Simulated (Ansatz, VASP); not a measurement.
# Two plane-wave programs on Mg2C

```
CELL_PARAMETERS angstrom
0.00000 2.71094 2.71094
2.71094 0.00000 2.71094
2.71094 2.71094 0.00000
ATOMIC_POSITIONS crystal
C 0.00000 0.00000 0.00000
Mg 0.25000 0.25000 0.25000
Mg 0.75000 0.75000 0.75000
```

The cell was built by a generator and needn't be a form met in nature.

Alike in both runs: task single point; functional PBE; k mesh 8 × 8 × 8; occupations fermi-dirac, width 0.02 eV; no spin polarisation.

```csv
,VASP,Ansatz
version,VASP 6.6.1,Ansatz 0.2.0
potentials or method,"VASP PAW PBE potentials, release 64 (C, Mg)","plane waves, PAW"
plane-wave cutoff (eV),520,420
valence electrons in the cell,8,24
```

|  | VASP | Ansatz | Ansatz less VASP |
| --- | --- | --- | --- |
| gap on the k mesh at the Fermi level (eV) | 0.74 | 0.75 | +0.009 |
| pressure (GPa) | 1.8 | 2.0 | +0.16 |

The two sets of potentials don't hold the same shells in valence.

A k mesh can miss the band edges.
